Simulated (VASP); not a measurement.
```
TiO2
1.0
   -1.89250     1.89250     4.75500
    1.89250    -1.89250     4.75500
    1.89250     1.89250    -4.75500
Ti O
2 4
Cartesian
  0.00000   1.89250   2.37750
  0.00000   0.00000   0.00000
  0.00000   1.89250   0.39942
  0.00000   0.00000   7.53192
  0.00000   0.00000   1.97808
  0.00000   1.89250   4.35558
```

These are PBE GGA, VASP's PBE PAW potentials (set 64) (plane waves; VASP) values and carry that method's errors. Settings: 400 eV cut-off, 4×4×5 Γ-centred mesh, Fermi-Dirac smearing of 0.050 eV, potentials Ti_sv O.

At this cut-off the stress carries a Pulay error, which pulls relaxed volumes low.

Problem. Which forces act on the atoms, in eV/Å?

Solution. 
| atom | Fx | Fy | Fz |
|---|---|---|---|
| Ti1 | 0.000 | 0.000 | 0.000 |
| Ti2 | 0.000 | 0.000 | 0.000 |
| O3 | 0.000 | 0.000 | -0.148 |
| O4 | 0.000 | 0.000 | -0.148 |
| O5 | 0.000 | 0.000 | 0.148 |
| O6 | 0.000 | 0.000 | 0.148 |

Problem. Give the stress tensor in GPa (positive for a compressed cell).

Solution. 
```
-0.80   0.00   0.00
 0.00  -0.80   0.00
 0.00   0.00   0.83
```
The pressure is its mean diagonal, -0.26 GPa.

The structure is a typed TiO2 crystal (I4_1/amd). The cell was not relaxed at this level. The k-mesh is coarse (spacing up to 0.47 per Å, 2π included), so the numbers may not be converged in it.
